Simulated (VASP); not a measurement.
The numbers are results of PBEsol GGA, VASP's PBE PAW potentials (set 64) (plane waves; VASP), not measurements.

Input for VASP

### INCAR
```
# general
SYSTEM   =  NiAl
PREC     =  Accurate
ENCUT    =  520
LREAL    =  .FALSE.   # projection in real space or not
LASPH    =  .TRUE.   # aspherical one-centre terms
ICHARG   =  11   # fixed density

# electronic loop
EDIFF    =  1E-7
NELM     =  100   # most electronic steps
ALGO     =  Normal
LMAXMIX  =  4

# smearing
ISMEAR   =  0   # Gaussian
SIGMA    =  0.05   # width (eV)

# functional
GGA      =  PS   # PBEsol

# output
LWAVE    =  .FALSE.
LCHARG   =  .FALSE.
LORBIT   =  11   # lm-projected
```

File KPOINTS:
```
k-points along high-symmetry lines
15
Line-mode
Reciprocal
  0.000000   0.000000   0.000000 ! GAMMA
  0.000000   0.500000   0.000000 ! X

  0.000000   0.500000   0.000000 ! X
  0.500000   0.500000   0.000000 ! M

  0.500000   0.500000   0.000000 ! M
  0.000000   0.000000   0.000000 ! GAMMA

  0.000000   0.000000   0.000000 ! GAMMA
  0.500000   0.500000   0.500000 ! R

  0.500000   0.500000   0.500000 ! R
  0.000000   0.500000   0.000000 ! X

  0.500000   0.500000   0.500000 ! R
  0.500000   0.500000   0.000000 ! M
```

### POSCAR
```
NiAl
1
    2.8643931936     0.0000000000     0.0000000000
    0.0000000000     2.8643931936     0.0000000000
    0.0000000000     0.0000000000     2.8643931936
Al Ni
1 1
Direct
  0.5000000000   0.5000000000   0.5000000000
  0.0000000000   0.0000000000   0.0000000000
```

POTCAR, in this order: Al Ni (PBE.64 set). Program: vasp_std. Read from the step before: CHGCAR.

The resulting files:

File OSZICAR:
```
       N       E                     dE             d eps       ncg     rms          rms(c)
DAV:   1     0.402794392565E+02    0.40279E+02   -0.57924E+03  1824   0.139E+03
DAV:   2    -0.935724657949E+01   -0.49637E+02   -0.46402E+02  1818   0.207E+02
DAV:   3    -0.104685210578E+02   -0.11113E+01   -0.10994E+01  2284   0.399E+01
DAV:   4    -0.104834135686E+02   -0.14893E-01   -0.14888E-01  2242   0.394E+00
DAV:   5    -0.104838499572E+02   -0.43639E-03   -0.43638E-03  2186   0.621E-01
DAV:   6    -0.104838703242E+02   -0.20367E-04   -0.20367E-04  2486   0.109E-01
DAV:   7    -0.104838706842E+02   -0.35998E-06   -0.35982E-06  2152   0.115E-02
DAV:   8    -0.104838706982E+02   -0.14037E-07   -0.14925E-07  1662   0.192E-03
   1 F= -.10483871E+02 E0= -.10483769E+02  d E =-.202666E-03
```

File OUTCAR:
```
 val. band max:       11.0716137102   @ k =   0.4286   0.5000   0.4286

 cond. band min:      11.1778915112   @ k =   0.2500   0.2500   0.0000



 k-point     1 :       0.0000    0.0000    0.0000
  band No.  band energies     occupation
      1      -1.1312      2.00000
      2       6.8076      2.00000
      3       6.8076      2.00000
      4       8.5507      2.00000
      5       8.5507      2.00000
      6       8.5507      2.00000
      7      15.6974      0.00000
      8      15.6974      0.00000
      9      15.6974      0.00000
     10      18.3296      0.00000

 k-point     2 :       0.0000    0.0357    0.0000
  band No.  band energies     occupation
      1      -1.1074      2.00000
      2       6.8064      2.00000
      3       6.8134      2.00000
      4       8.5400      2.00000
      5       8.5400      2.00000
      6       8.5518      2.00000
      7      15.3912      0.00000
      8      15.7291      0.00000
      9      15.7291      0.00000
     10      18.3308      0.00000

 k-point     3 :       0.0000    0.0714    0.0000
  band No.  band energies     occupation
      1      -1.0360      2.00000
      2       6.8011      2.00000
      3       6.8303      2.00000
      4       8.5088      2.00000
      5       8.5088      2.00000
      6       8.5552      2.00000
      7      14.7107      0.00000
      8      15.8231      0.00000
      9      15.8231      0.00000
     10      18.3340      0.00000

 k-point     4 :       0.0000    0.1071    0.0000
  band No.  band energies     occupation
      1      -0.9174      2.00000
      2       6.7874      2.00000
      3       6.8578      2.00000
      4       8.4594      2.00000
      5       8.4594      2.00000
      6       8.5606      2.00000
      7      13.9126      0.00000
      8      15.9774      0.00000
      9      15.9774      0.00000
     10      18.3393      0.00000

 k-point     5 :       0.0000    0.1429    0.0000
  band No.  band energies     occupation
...
```

The density is held fixed in this step, so its total energy and stress have no physical meaning.

The compound is NiAl in the CsCl type structure. It was relaxed first. The run is not spin-polarised, so no magnetic state was tried. The electron count is odd and the run is not spin-polarised, which forces a metal.
